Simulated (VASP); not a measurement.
VASP runs on SnO$_{2}$ (space group P4_2/mnm) share one base input (PBE GGA, plane waves, VASP's PBE PAW potentials (set 64)) and change the settings named in each case.

POSCAR:
```
SnO2
1
    4.7400000000     0.0000000000     0.0000000000
    0.0000000000     4.7400000000     0.0000000000
    0.0000000000     0.0000000000     3.1900000000
Sn O
2 4
Direct
  0.0000000000   0.0000000000   0.0000000000
  0.5000000000   0.5000000000   0.5000000000
  0.3070000000   0.3070000000   0.0000000000
  0.8070000000   0.1930000000   0.5000000000
  0.1930000000   0.8070000000   0.5000000000
  0.6930000000   0.6930000000   0.0000000000
```

KPOINTS:
```
Automatic
0
Gamma
  4 4 5
0 0 0
```

INCAR:
```
# general
SYSTEM =SnO2
PREC   =Accurate
ENCUT  =400
LREAL  =.False.
LASPH  =.True.

# electronic loop
EDIFF  =1E-6
NELM   =100
ALGO   =Normal
LMAXMIX=4

# smearing
ISMEAR =-1
SIGMA  =0.01

# functional
GGA    =PE

# ions
ISIF   =2

# output
LWAVE  =.False.
LCHARG =.False.
```

POTCAR, in this order: Sn_d O (PBE.64 set). Program: vasp_std.

| change | E(σ→0) (eV/atom) | pressure (GPa) | largest force (eV/Å) |
|---|---|---|---|
| base run | -6.2080 | 5.78 | 0.279 |
| GGA removed, POTCAR Sn_d O (LDA.64 set) | -7.0594 | … | … |
| GGA_COMPAT = .FALSE., LNONCOLLINEAR = .TRUE., LSORBIT = .TRUE., MAGMOM = 0.0 0.0 0.0 0.0 0.0 0.0 0.0 0.0 0.0 0.0 0.0 0.0 0.0 0.0 0.0 0.0 0.0 0.0, program vasp_ncl | -6.2203 | … | … |
| KPOINTS 4×4×6 Γ-centred mesh | -6.2081 | 5.77 | 0.280 |

Q: Fill in the missing entries.

A: 
- GGA removed, POTCAR Sn_d O (LDA.64 set), pressure (GPa): -5.56
- GGA removed, POTCAR Sn_d O (LDA.64 set), largest force (eV/Å): 0.167
- GGA_COMPAT = .FALSE., LNONCOLLINEAR = .TRUE., LSORBIT = .TRUE., MAGMOM = 0.0 0.0 0.0 0.0 0.0 0.0 0.0 0.0 0.0 0.0 0.0 0.0 0.0 0.0 0.0 0.0 0.0 0.0, program vasp_ncl, pressure (GPa): 5.72
- GGA_COMPAT = .FALSE., LNONCOLLINEAR = .TRUE., LSORBIT = .TRUE., MAGMOM = 0.0 0.0 0.0 0.0 0.0 0.0 0.0 0.0 0.0 0.0 0.0 0.0 0.0 0.0 0.0 0.0 0.0 0.0, program vasp_ncl, largest force (eV/Å): 0.278

Energies of different potentials or functionals have different zeros.  Unless said otherwise, spin-orbit coupling is left out, though it shifts the bands of the heavy elements here. At 400 eV the pressure can carry a Pulay error.

Left out are runs that ran out of time, are held back, or changed the cell or the kind of run, fixed moments of cells without a moment, rows past the twelfth, gaps on odd meshes, pressures of charged cells and columns that move by less than the noise.

The structure is a typed SnO2 crystal (P4_2/mnm). The cell was not relaxed at this level, forces remain on its atoms.
